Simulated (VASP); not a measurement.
```yaml
crystal:
  lattice:
    - [2.46097, 0.00000, 0.00000]
    - [-1.23048, 2.13126, 0.00000]
    - [0.00000, 0.00000, 24.96915]
  atoms:
    - { symbol: C, position: [0.00000, 0.00000, 0.57149] }
    - { symbol: C, position: [0.00000, 0.00000, 0.42851] }
    - { symbol: C, position: [0.33333, 0.66667, 0.42849] }
    - { symbol: C, position: [0.66667, 0.33333, 0.57151] }
```

All values below come from PBEsol GGA, VASP's PBE PAW potentials (set 64) (plane waves; VASP). Run with 520 eV cut-off, Gaussian smearing of 0.050 eV, potentials C.

The cell holds a wide vacuum, so values per volume refer to the whole cell.

Question: Give the energies of bands 3 to 11 at the high-symmetry points, in eV from the Fermi level.

Answer: 
| band | Γ | M | K | A | L | H |
|---|---|---|---|---|---|---|
| 3 | -8.04 | -13.28 | -12.54 | -8.04 | -13.28 | -12.54 |
| 4 | -7.32 | -13.25 | -12.51 | -7.32 | -13.25 | -12.51 |
| 5 | -3.00 | -6.42 | -10.64 | -3.00 | -6.42 | -10.64 |
| 6 | -3.00 | -6.40 | -10.64 | -3.00 | -6.40 | -10.64 |
| 7 | -2.99 | -2.51 | -0.23 | -2.99 | -2.51 | -0.23 |
| 8 | -2.99 | -2.26 | 0.00 | -2.99 | -2.26 | 0.00 |
| 9 | 3.44 | 1.53 | 0.00 | 3.44 | 1.53 | 0.00 |
| 10 | 3.90 | 1.81 | 0.24 | 3.88 | 1.81 | 0.24 |
| 11 | 4.44 | 7.35 | 10.40 | 4.53 | 7.35 | 10.40 |

It has no gap at this level: it comes out as a metal or semimetal.

The cell is a sheet with vacuum, built from a database entry that may be metastable or hypothetical.
